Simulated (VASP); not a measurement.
# Sr2MnSi2O7: structure and properties in VASP, part 5 of 14

What structure and properties does LDA + U give Sr2MnSi2O7, and how near are they to the measured ones? The start is a cell from a database of measured crystal structures.

VASP 6.6.1; LDA, DFT+U (Mn d 3 eV), spin-polarised from a ferromagnetic start; plane waves and PAW (Sr_sv, Mn_pv, Si, O).

Still holding for the runs below: The magnetic state follows from one typed start and may not be the lowest. Experiment finds antiferromagnetic order in this phase (below 3.4 K, arxiv:2410.22741), so this ferromagnetic run describes another state.

So far, gap on the k-mesh (eV): step 2 (relaxing cell and atoms (LDA + U)) 2.34; step 3 (second relaxation) 2.34.

## Step 4: Single point with fields (LDA + U) (continued)

ELF of up spins in the ac plane at fractional y = 0.000, with atoms of Mn and O within 0.2 Å of it. It is the smooth field of the valence electrons, not physical close to the nuclei.

Ten even steps from '_' (0.00) to '@' (0.84), each cell a mean:
```
__::--....__........::::::........__..::--..
----::..____::----..______::----..____::----
::::..______--++++--____..==++==..____....::
____________::--==::____..--==--..__________
______________......______....______________
____________________________________________
____________________________________________
____::====::________--==::______..--++--..__
__..==%%@@##--__..++%%@@##::__..++%%%%**::__
....++@@@@@@**..--%%@@@@@@**..--%%@@@@##--..
--::--%%@@@@**::==@@##++%%%%::--%%@@@@**..::
::--::==####++::++@@%%%%@@%%::--**##**::::--
__::::..----::..--**%%%%##++::::----::::--__
```
Columns run along a (8.0 Å), rows up along c (5.1 Å). Atoms in or near the plane, at fractional coordinates: Mn at (0.00, 0.00), O at (0.50, 0.17).

In this run the pressure is -0.01 GPa, small enough to go on.

## Step 5: Band structure (LDA + U)

The mesh alone shows little of the dispersion and can miss band extrema, so KPOINTS_OPT adds a path through the symmetry points after the self-consistent cycle.

Input file INCAR:

```
SYSTEM = Sr2MnSi2O7
PREC = Accurate
ENCUT = 520
EDIFF = 1E-06
NELM = 100
ISMEAR = 0
SIGMA = 0.05
LREAL = Auto
ALGO = Fast
GGA = CA
NBANDS = 153
ISPIN = 2
MAGMOM = 0.004 0.004 0.004 0.004 4.477 4.477 0.008 0.008 0.008 0.008 0.003 0.003 0.006 0.006 0.006 0.006 0.038 0.038 0.038 0.038 0.038 0.038 0.038 0.038
LDAU = .TRUE.
LDAUTYPE = 2
LDAUL = -1 2 -1 -1
LDAUU = 0 3 0 0
LDAUJ = 0 0 0 0
LDAUPRINT = 1
LASPH = .TRUE.
LMAXMIX = 4
LORBIT = 11
LWAVE = .FALSE.
LCHARG = .FALSE.
KPAR = 4
NCORE = 2
```

Input file POSCAR:

```
Sr2MnSi2O7
1.0
    8.0304670165      0.0000000000      0.0000000000
    0.0000000000      8.0304670165      0.0000000000
    0.0000000000      0.0000000000      5.0790296646
Sr Mn Si O
4 2 4 14
Direct
    0.3345770917      0.1654229083      0.5063260309
    0.1654229083      0.6654229083      0.4936739691
    0.6654229083      0.8345770917      0.5063260309
    0.8345770917      0.3345770917      0.4936739691
    0.0000000000      0.0000000000      0.0000000000
    0.5000000000      0.5000000000      0.0000000000
    0.1377929865      0.3622070135      0.9396728049
    0.3622070135      0.8622070135      0.0603271951
    0.8622070135      0.6377929865      0.9396728049
    0.6377929865      0.1377929865      0.0603271951
    0.5000000000      0.0000000000      0.1681971946
    0.0000000000      0.5000000000      0.8318028054
    0.1395688079      0.3604311921      0.2550303602
    0.3604311921      0.8604311921      0.7449696398
    0.8604311921      0.6395688079      0.2550303602
    0.6395688079      0.1395688079      0.7449696398
    0.0786485217      0.1935386624      0.7886769092
    0.1935386624      0.9213514783      0.2113230908
    0.9213514783      0.8064613376      0.7886769092
    0.8064613376      0.0786485217      0.2113230908
    0.5786485217      0.3064613376      0.2113230908
    0.6935386624      0.5786485217      0.7886769092
    0.4213514783      0.6935386624      0.2113230908
    0.3064613376      0.4213514783      0.7886769092
```

Input file KPOINTS:

```
Automatic mesh
0
Gamma
3 3 5
0 0 0
```

Input file KPOINTS_OPT:

```
Line mode
12
Line-mode
Reciprocal
  0.00000000   0.00000000   0.00000000 GAMMA
  0.00000000   0.50000000   0.00000000 X

  0.00000000   0.50000000   0.00000000 X
  0.50000000   0.50000000   0.00000000 M

  0.50000000   0.50000000   0.00000000 M
  0.00000000   0.00000000   0.00000000 GAMMA

  0.00000000   0.00000000   0.00000000 GAMMA
  0.00000000   0.00000000   0.50000000 Z

  0.00000000   0.00000000   0.50000000 Z
  0.00000000   0.50000000   0.50000000 R

  0.00000000   0.50000000   0.50000000 R
  0.50000000   0.50000000   0.50000000 A

  0.50000000   0.50000000   0.50000000 A
  0.00000000   0.00000000   0.50000000 Z

  0.00000000   0.50000000   0.00000000 X
  0.00000000   0.50000000   0.50000000 R

  0.50000000   0.50000000   0.00000000 M
  0.50000000   0.50000000   0.50000000 A
```

PAW data sets: Sr_sv, Mn_pv, Si and O (LDA family, release 64).

The run is started by

```
mpirun -np 8 vasp_std
```

The log of the run:

```text
[... set-up lines as in an earlier step ...]
 entering main loop
       N       E                     dE             d eps       ncg     rms          rms(c)
DAV:   1     0.127474214931E+04    0.12747E+04   -0.80863E+04  5644   0.107E+03
DAV:   2    -0.989865590723E+02   -0.13737E+04   -0.12857E+04  5900   0.303E+02
DAV:   3    -0.216066819085E+03   -0.11708E+03   -0.11424E+03  6766   0.931E+01
DAV:   4    -0.221208087726E+03   -0.51413E+01   -0.50826E+01  7904   0.144E+01
DAV:   5    -0.221344893383E+03   -0.13681E+00   -0.13666E+00  7424   0.229E+00    0.492E+01
RMM:   6    -0.197039103374E+03    0.24306E+02   -0.65418E+01  6495   0.170E+01    0.400E+01
RMM:   7    -0.196571149680E+03    0.46795E+00   -0.46509E+00  7008   0.554E+00    0.262E+01
RMM:   8    -0.196343307171E+03    0.22784E+00   -0.67565E-01  7587   0.220E+00    0.137E+01
RMM:   9    -0.196205716089E+03    0.13759E+00   -0.36371E-01  7674   0.178E+00    0.226E+00
RMM:  10    -0.196218691332E+03   -0.12975E-01   -0.65963E-02  7998   0.689E-01    0.904E-01
RMM:  11    -0.196220010967E+03   -0.13196E-02   -0.12339E-02  8902   0.271E-01    0.320E-01
RMM:  12    -0.196220507975E+03   -0.49701E-03   -0.43672E-03  8944   0.144E-01    0.198E-01
RMM:  13    -0.196220692761E+03   -0.18479E-03   -0.11860E-03  9637   0.822E-02    0.735E-02
RMM:  14    -0.196220977839E+03   -0.28508E-03   -0.43959E-04 10069   0.439E-02    0.447E-02
RMM:  15    -0.196221000311E+03   -0.22472E-04   -0.19253E-04 10308   0.246E-02    0.146E-02
RMM:  16    -0.196221012354E+03   -0.12043E-04   -0.87866E-05 10267   0.155E-02    0.763E-03
RMM:  17    -0.196221017650E+03   -0.52959E-05   -0.41806E-05  9854   0.102E-02    0.430E-03
WARNING in EDDRMM: call to ZHEGV failed, returncode =   8  4     80
RMM:  18    -0.196221020145E+03   -0.24957E-05   -0.20373E-05  9091   0.688E-03    0.238E-03
WARNING in EDDRMM: call to ZHEGV failed, returncode =   6  3     92
WARNING in EDDRMM: call to ZHEGV failed, returncode =   8  4    103
WARNING in EDDRMM: call to ZHEGV failed, returncode =   6  3     79
WARNING in EDDRMM: call to ZHEGV failed, returncode =   8  4    101
RMM:  19    -0.196221021483E+03   -0.13380E-05   -0.10454E-05  8306   0.466E-03    0.113E-03
RMM:  20    -0.196221022097E+03   -0.61317E-06   -0.50262E-06  7324   0.314E-03
   1 F= -.19622102E+03 E0= -.19622102E+03  d E =-.279779E-14  mag=    10.0000
 Start KPOINTS_OPT (optional k-point list driver)
k-point batch [1-9\108]
       N       E                     dE             ncg
DAV:   1    -0.431832687773E+03   -0.56388E+04     5612
DAV:   2    -0.122889668918E+05   -0.11857E+05     5988
DAV:   3    -0.133118257977E+05   -0.10229E+04     6853
DAV:   4    -0.133609924342E+05   -0.49167E+02     7984
DAV:   5    -0.133625518681E+05   -0.15594E+01     7392
DAV:   6    -0.133625808399E+05   -0.28972E-01     7576
DAV:   7    -0.133625816168E+05   -0.77686E-03     7448
DAV:   8    -0.133625816233E+05   -0.64876E-05     6176
DAV:   9    -0.133625816235E+05   -0.17036E-06     4664
[...]
k-point batch [100-108\108]
       N       E                     dE             ncg
DAV:   1    -0.434683372378E+03   -0.31628E+05     5652
DAV:   2    -0.122660138599E+05   -0.11831E+05     5940
DAV:   3    -0.132964608236E+05   -0.10304E+04     6879
DAV:   4    -0.133430510101E+05   -0.46590E+02     7832
DAV:   5    -0.133444189894E+05   -0.13680E+01     7432
DAV:   6    -0.133444436525E+05   -0.24663E-01     7528
DAV:   7    -0.133444446392E+05   -0.98675E-03     7512
DAV:   8    -0.133444446440E+05   -0.47592E-05     5960
DAV:   9    -0.133444446441E+05   -0.14083E-06     4592
```

Run time: 16 min. Hardware: 8 MPI ranks of Intel Xeon 6975P-C (Granite Rapids), shared host; peak memory 6.2 GiB; 1.9 h of CPU time.

From OUTCAR (step 5):

```text
   k-points           NKPTS =      9   k-points in BZ     NKDIM =      9   number of bands    NBANDS=    153

   NELECT =     166.0000    total number of electrons

atom =   5  type =  2  l = 2

 onsite density matrix

spin component  1

  0.9463  0.0000  0.0000  0.0000 -0.0029
  0.0000  0.9448  0.0000  0.0000  0.0000
  0.0000  0.0000  0.9381 -0.0000 -0.0000
  0.0000  0.0000 -0.0000  0.9448 -0.0000
 -0.0029  0.0000 -0.0000 -0.0000  0.9466

spin component  2

  0.0650  0.0000  0.0000 -0.0000 -0.0295
  0.0000  0.0748  0.0000  0.0000 -0.0000
  0.0000  0.0000  0.0246  0.0000 -0.0000
 -0.0000  0.0000  0.0000  0.0748 -0.0000
 -0.0295 -0.0000 -0.0000 -0.0000  0.0670

 occupancies and eigenvectors

  o =  0.0246  v =  0.0000  0.0000  0.0000  0.0000  0.0000  0.0000 -0.0000  1.0000  0.0000  0.0000      0.0000  0.0000  0.0000  0.0000  0.0000  0.0000  0.0000  0.0000  0.0000  0.0000
  o =  0.0364  v =  0.0000  0.0000  0.0000  0.0000  0.0000  0.7195  0.0000 -0.0000  0.0000  0.6945      0.0000  0.0000  0.0000  0.0000  0.0000  0.0000  0.0000  0.0000  0.0000  0.0000
  o =  0.0748  v =  0.0000  0.0000  0.0000  0.0000  0.0000  0.0000  1.0000  0.0000 -0.0000  0.0000      0.0000  0.0000  0.0000  0.0000  0.0000  0.0000  0.0000  0.0000  0.0000  0.0000
  o =  0.0748  v =  0.0000  0.0000  0.0000  0.0000  0.0000  0.0000 -0.0000  0.0000 -1.0000  0.0000      0.0000  0.0000  0.0000  0.0000  0.0000  0.0000  0.0000  0.0000  0.0000  0.0000
  o =  0.0956  v =  0.0000  0.0000  0.0000  0.0000  0.0000 -0.6945 -0.0000 -0.0000  0.0000  0.7195      0.0000  0.0000  0.0000  0.0000  0.0000  0.0000  0.0000  0.0000  0.0000  0.0000
  o =  0.9381  v = -0.0000 -0.0000 -1.0000  0.0000 -0.0000  0.0000  0.0000  0.0000  0.0000  0.0000      0.0000  0.0000  0.0000  0.0000  0.0000  0.0000  0.0000  0.0000  0.0000  0.0000
  o =  0.9435  v = -0.7242  0.0000  0.0000 -0.0000 -0.6896  0.0000  0.0000  0.0000  0.0000  0.0000      0.0000  0.0000  0.0000  0.0000  0.0000  0.0000  0.0000  0.0000  0.0000  0.0000
  o =  0.9448  v = -0.0000 -0.1379  0.0000  0.9905 -0.0000  0.0000  0.0000  0.0000  0.0000  0.0000      0.0000  0.0000  0.0000  0.0000  0.0000  0.0000  0.0000  0.0000  0.0000  0.0000
  o =  0.9448  v =  0.0000  0.9905 -0.0000  0.1379  0.0000  0.0000  0.0000  0.0000  0.0000  0.0000      0.0000  0.0000  0.0000  0.0000  0.0000  0.0000  0.0000  0.0000  0.0000  0.0000
  o =  0.9493  v = -0.6896  0.0000 -0.0000 -0.0000  0.7242  0.0000  0.0000  0.0000  0.0000  0.0000      0.0000  0.0000  0.0000  0.0000  0.0000  0.0000  0.0000  0.0000  0.0000  0.0000

atom =   6  type =  2  l = 2

 onsite density matrix

spin component  1

  0.9463  0.0000  0.0000 -0.0000  0.0029
  0.0000  0.9448 -0.0000  0.0000 -0.0000
  0.0000 -0.0000  0.9381 -0.0000  0.0000
 -0.0000  0.0000 -0.0000  0.9448 -0.0000
  0.0029 -0.0000  0.0000 -0.0000  0.9466

spin component  2

  0.0650 -0.0000  0.0000  0.0000  0.0295
 -0.0000  0.0748 -0.0000  0.0000 -0.0000
  0.0000 -0.0000  0.0246  0.0000  0.0000
  0.0000  0.0000  0.0000  0.0748 -0.0000
  0.0295 -0.0000  0.0000 -0.0000  0.0670

 occupancies and eigenvectors

  o =  0.0246  v =  0.0000  0.0000  0.0000  0.0000  0.0000  0.0000  0.0000  1.0000 -0.0000 -0.0000      0.0000  0.0000  0.0000  0.0000  0.0000  0.0000  0.0000  0.0000  0.0000  0.0000
  o =  0.0364  v =  0.0000  0.0000  0.0000  0.0000  0.0000  0.7195 -0.0000 -0.0000 -0.0000 -0.6945      0.0000  0.0000  0.0000  0.0000  0.0000  0.0000  0.0000  0.0000  0.0000  0.0000
  o =  0.0748  v =  0.0000  0.0000  0.0000  0.0000  0.0000 -0.0000 -0.0000 -0.0000 -1.0000  0.0000      0.0000  0.0000  0.0000  0.0000  0.0000  0.0000  0.0000  0.0000  0.0000  0.0000
  o =  0.0748  v =  0.0000  0.0000  0.0000  0.0000  0.0000  0.0000  1.0000 -0.0000 -0.0000  0.0000      0.0000  0.0000  0.0000  0.0000  0.0000  0.0000  0.0000  0.0000  0.0000  0.0000
  o =  0.0956  v =  0.0000  0.0000  0.0000  0.0000  0.0000  0.6945 -0.0000  0.0000  0.0000  0.7195      0.0000  0.0000  0.0000  0.0000  0.0000  0.0000  0.0000  0.0000  0.0000  0.0000
  o =  0.9381  v =  0.0000  0.0000  1.0000  0.0000  0.0000  0.0000  0.0000  0.0000  0.0000  0.0000      0.0000  0.0000  0.0000  0.0000  0.0000  0.0000  0.0000  0.0000  0.0000  0.0000
  o =  0.9435  v = -0.7242  0.0000  0.0000 -0.0000  0.6896  0.0000  0.0000  0.0000  0.0000  0.0000      0.0000  0.0000  0.0000  0.0000  0.0000  0.0000  0.0000  0.0000  0.0000  0.0000
  o =  0.9448  v =  0.0000 -1.0000  0.0000 -0.0000  0.0000  0.0000  0.0000  0.0000  0.0000  0.0000      0.0000  0.0000  0.0000  0.0000  0.0000  0.0000  0.0000  0.0000  0.0000  0.0000
  o =  0.9448  v =  0.0000  0.0000  0.0000 -1.0000 -0.0000  0.0000  0.0000  0.0000  0.0000  0.0000      0.0000  0.0000  0.0000  0.0000  0.0000  0.0000  0.0000  0.0000  0.0000  0.0000
  o =  0.9493  v = -0.6896  0.0000  0.0000  0.0000 -0.7242  0.0000  0.0000  0.0000  0.0000  0.0000      0.0000  0.0000  0.0000  0.0000  0.0000  0.0000  0.0000  0.0000  0.0000  0.0000

 E-fermi :   3.7827

 spin component 1
 k-point     1 :       0.0000    0.0000    0.0000
  band No.  band energies     occupation
    ...
     84       2.7295      1.00000
     85       3.0905      1.00000
     86       3.1520      1.00000
     87       3.1520      1.00000
     88       3.3909      1.00000
     89       5.8663      0.00000
     90       7.7802      0.00000
     91       7.7802      0.00000
     92       7.9571      0.00000
     93       8.1007      0.00000
    ...

 k-point     2 :       0.3333    0.0000    0.0000
  band No.  band energies     occupation
    ...
     84       2.7987      1.00000
     85       2.9701      1.00000
     86       2.9792      1.00000
     87       3.2528      1.00000
     88       3.3569      1.00000
     89       6.3972      0.00000
     90       7.4084      0.00000
     91       7.8436      0.00000
     92       7.9607      0.00000
     93       8.1985      0.00000
    ...

  Total        0.0208127      0.0208127     -0.1516578      0.0000000      0.0000000      0.0000000
  in kB        0.1018070      0.1018070     -0.7418447      0.0000000      0.0000000      0.0000000
  external PRESSURE =      -0.1794102 kB  Pullay stress =       0.0000000 kB

 POSITION                                       TOTAL-FORCE (eV/Angst)
 -----------------------------------------------------------------------------------
      2.68681      1.32842      2.57164        -0.004276      0.004276     -0.005086
      1.32842      5.34366      2.50738         0.004276      0.004276      0.005086
      5.34366      6.70204      2.57164         0.004276     -0.004276     -0.005086
      6.70204      2.68681      2.50738        -0.004276     -0.004276      0.005086
      0.00000      0.00000      0.00000        -0.000000      0.000000      0.000000
      4.01523      4.01523      0.00000        -0.000000      0.000000      0.000000
      1.10654      2.90869      4.77263        -0.000094      0.000094      0.002362
      2.90869      6.92392      0.30640         0.000094      0.000094     -0.002362
      6.92392      5.12178      4.77263         0.000094     -0.000094      0.002362
      5.12178      1.10654      0.30640        -0.000094     -0.000094     -0.002362
      4.01523      0.00000      0.85428        -0.000000      0.000000      0.005758
      0.00000      4.01523      4.22475        -0.000000      0.000000     -0.005758
      1.12080      2.89443      1.29531         0.002035     -0.002035     -0.005749
      2.89443      6.90966      3.78372        -0.002035     -0.002035      0.005749
      6.90966      5.13604      1.29531        -0.002035      0.002035     -0.005749
      5.13604      1.12080      3.78372         0.002035      0.002035      0.005749
      0.63158      1.55421      4.00571        -0.007750      0.000265     -0.002635
      1.55421      7.39888      1.07332         0.000265      0.007750      0.002635
      7.39888      6.47626      4.00571         0.007750     -0.000265     -0.002635
      6.47626      0.63158      1.07332        -0.000265     -0.007750      0.002635
      4.64682      2.46103      1.07332        -0.007750     -0.000265      0.002635
      5.56944      4.64682      4.00571         0.000265     -0.007750     -0.002635
      3.38365      5.56944      1.07332         0.007750      0.000265      0.002635
      2.46103      3.38365      4.00571        -0.000265      0.007750     -0.002635
 -----------------------------------------------------------------------------------
    total drift:                                0.000001      0.000001     -0.000000

  FREE ENERGIE OF THE ION-ELECTRON SYSTEM (eV)
  ---------------------------------------------------
  free  energy   TOTEN  =      -196.2210220965 eV

  energy  without entropy=     -196.2210220965  energy(sigma->0) =     -196.22102210

[... 10 parts as in an earlier step ...]

[... 12 further parts left out ...]
```

Numbers from this step:

```
SCF cycles                        : 20
bands                             : 153
Fermi energy                      : 3.783 eV
pressure                          : -0.01794 GPa
least gap on mesh and path        : 2.321 eV
least direct gap on mesh and path : 2.475 eV
valence top at k                  : 0, 0, 0.5
```

Spin up. Electronic bands along the path, in eV, zero at the valence-band top; v1 is the highest filled band, c1 the lowest empty one:

| point | v4 | v3 | v2 | v1 | c1 | c2 | c3 | c4 |
| --- | --- | --- | --- | --- | --- | --- | --- | --- |
| Γ | -0.45 | -0.39 | -0.39 | -0.15 | 2.32 | 4.24 | 4.24 | 4.41 |
| 0.45 of the way | -0.52 | -0.48 | -0.33 | -0.17 | 2.58 | 4.08 | 4.27 | 4.43 |
| X | -0.66 | -0.66 | -0.23 | -0.23 | 3.37 | 3.37 | 4.36 | 4.36 |
| 0.45 of the way | -0.51 | -0.51 | -0.25 | -0.25 | 3.53 | 3.53 | 4.32 | 4.32 |
| M | -0.41 | -0.41 | -0.28 | -0.28 | 3.89 | 3.89 | 4.14 | 4.14 |
| 0.45 of the way | -0.61 | -0.40 | -0.33 | -0.20 | 3.01 | 4.02 | 4.23 | 4.39 |
| Γ | -0.45 | -0.39 | -0.39 | -0.15 | 2.32 | 4.24 | 4.24 | 4.41 |
| 0.45 of the way | -0.51 | -0.40 | -0.40 | -0.10 | 2.88 | 4.48 | 4.48 | 4.55 |
| Z | -0.52 | -0.41 | -0.41 | 0.00 | 4.08 | 4.45 | 4.92 | 4.92 |
| 0.45 of the way | -0.59 | -0.50 | -0.33 | -0.04 | 4.15 | 4.56 | 4.74 | 4.98 |
| R | -0.70 | -0.70 | -0.18 | -0.18 | 4.38 | 4.38 | 4.94 | 4.94 |
| 0.45 of the way | -0.54 | -0.54 | -0.22 | -0.22 | 4.43 | 4.43 | 4.89 | 4.89 |
| A | -0.41 | -0.41 | -0.28 | -0.28 | 4.63 | 4.63 | 4.66 | 4.66 |
| 0.45 of the way | -0.65 | -0.41 | -0.34 | -0.12 | 4.26 | 4.69 | 4.69 | 4.88 |
| Z | -0.52 | -0.41 | -0.41 | 0.00 | 4.08 | 4.45 | 4.92 | 4.92 |
| jump to X | -0.66 | -0.66 | -0.23 | -0.23 | 3.37 | 3.37 | 4.36 | 4.36 |
| 0.55 of the way | -0.69 | -0.69 | -0.21 | -0.21 | 3.82 | 3.82 | 4.74 | 4.74 |
| R | -0.70 | -0.70 | -0.18 | -0.18 | 4.38 | 4.38 | 4.94 | 4.94 |
| jump to M | -0.41 | -0.41 | -0.28 | -0.28 | 3.89 | 3.89 | 4.14 | 4.14 |
| 0.55 of the way | -0.41 | -0.41 | -0.29 | -0.29 | 4.24 | 4.24 | 4.36 | 4.36 |
| A | -0.41 | -0.41 | -0.28 | -0.28 | 4.63 | 4.63 | 4.66 | 4.66 |

Of the projections kept (Sr, Mn, Si, O), the largest for each band there; the rest of the weight can lie on other orbitals:

| point | v4 | v3 | v2 | v1 | c1 | c2 | c3 | c4 |
| --- | --- | --- | --- | --- | --- | --- | --- | --- |
| Γ | Mn 0.71 | Mn 0.65 | Mn 0.65 | Mn 0.67 | O 0.61 | Sr 0.50 | Sr 0.50 | Sr 0.55 |
| X | Mn 0.70 | Mn 0.70 | Mn 0.66 | Mn 0.66 | O 0.67 | O 0.67 | Sr 0.55 | Sr 0.55 |
| M | Mn 0.66 | Mn 0.66 | Mn 0.68 | Mn 0.68 | O 0.55 | O 0.55 | O 0.70 | O 0.70 |
| Γ | Mn 0.71 | Mn 0.65 | Mn 0.65 | Mn 0.67 | O 0.61 | Sr 0.50 | Sr 0.50 | Sr 0.55 |
| Z | Mn 0.73 | Mn 0.66 | Mn 0.66 | Mn 0.63 | O 0.69 | Sr 0.45 | Sr 0.49 | Sr 0.49 |
| R | Mn 0.71 | Mn 0.71 | Mn 0.65 | Mn 0.65 | O 0.60 | O 0.60 | Sr 0.52 | Sr 0.52 |

(Part 5 of 14 ends here.)

[Lines on the potential files, build, host, timing and source positions are cut from VASP's logs without a mark.]

[Logs are printed without paths, hosts, clocks, repeated set-up lines and the standing remarks that a program may print on its own settings, such as how far it seeks lower states.]

[Hosts, paths, dates, database ids (printed as entryN), source tags and the programs' standing remarks are cut or masked in the printed files.]

[A measured line is paired with the nearest computed mode of its activity, which favours agreement.]
